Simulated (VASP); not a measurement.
Write the native input for VASP 6.6.1 that does the following.

| Quantity | Value |
| --- | --- |
| Task | single point |
| Functional | LDA |
| Potentials or basis | VASP PAW LDA potentials, release 64 (Cd, Br) |
| Cutoff | 520 eV |
| k mesh | 9 × 9 × 9 |
| Occupations | gaussian, width 0.05 eV |
| Spin | no spin polarisation |
| Dipole correction | no |
| Further INCAR settings | ALGO = Fast; EDIFF = 1e-06; NBANDS = 20 |

The structure of CdBr2 lies in POSCAR:

```
CdBr2
1.0
    1.9157499276      1.1060587364      6.1299800500
   -1.9157499276      1.1060587364      6.1299800500
    0.0000000000     -2.2121174728      6.1299800500
Cd Br
1 2
Direct
    0.0000000000      0.0000000000      0.0000000000
    0.2500000000      0.2500000000      0.2500000000
    0.7500000000      0.7500000000      0.7500000000
```

The cell isn't the ideal one: strain -0.030 along x and y, -0.015 along z, atoms carried along.

One way to write it, as run:

INCAR

```
SYSTEM = CdBr2
  ALGO = Fast
  EDIFF = 1E-6
  ENCUT = 520
  GGA = CA
  ISIF = 2
  ISMEAR = 0
  LASPH = .TRUE.
  LCHARG = .FALSE.
  LREAL = .FALSE.
  LWAVE = .FALSE.
  NBANDS = 20
  NELM = 100
  PREC = Accurate
  SIGMA = 0.05
```

KPOINTS

```
k-points
0
G
  9 9 9
  0 0 0
```

Potentials or basis: VASP PAW LDA potentials, release 64 (Cd, Br).

The run is started by

```sh
$ cat potpaw_LDA.64/Cd/POTCAR potpaw_LDA.64/Br/POTCAR > POTCAR
$ mpirun -np 1 vasp_std > vasp.out
```

Results of the run:

```yaml
Pressure: 3.2 GPa
Largest_force: 0.417 eV/Å
Band_gap_on_the_k_mesh: 2.85 eV, indirect (least direct gap 3.00 eV)
```

Caveat: an odd mesh through Γ misses points on the zone boundary, where band edges often lie; the cell's inner coordinates are idealised or old, which leaves forces on the atoms.

Wall time 100 s on 1 thread of Intel(R) Xeon(R) 6975P-C (Granite Rapids) (shared host), peak memory 0.33 GiB.
